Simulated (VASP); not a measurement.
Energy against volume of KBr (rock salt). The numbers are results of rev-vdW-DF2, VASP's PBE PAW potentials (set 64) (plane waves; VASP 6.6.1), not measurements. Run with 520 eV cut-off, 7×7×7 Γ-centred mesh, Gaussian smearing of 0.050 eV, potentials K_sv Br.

```json
[
 {"V (Å³/atom)": "34.474", "E (eV/atom)": "-1.39995"},
 {"V (Å³/atom)": "35.540", "E (eV/atom)": "-1.40188"},
 {"V (Å³/atom)": "36.607", "E (eV/atom)": "-1.40058"},
 {"V (Å³/atom)": "37.673", "E (eV/atom)": "-1.39658"}
]
```

**Question.** Fit these four points and predict the energy of the run at 33.408 Å³/atom.

**Answer.** A cubic in V^(−2/3), the third-order Birch-Murnaghan form, passes through the four points with V0 = 35.61 Å³/atom and B0 = 16 GPa, and gives -1.3942 eV/atom there. The run gave -1.3942 eV/atom, -0.0 meV/atom from the fit; all five points give B0 = 16 GPa.

The compound is KBr in the rock salt structure. It was relaxed first.
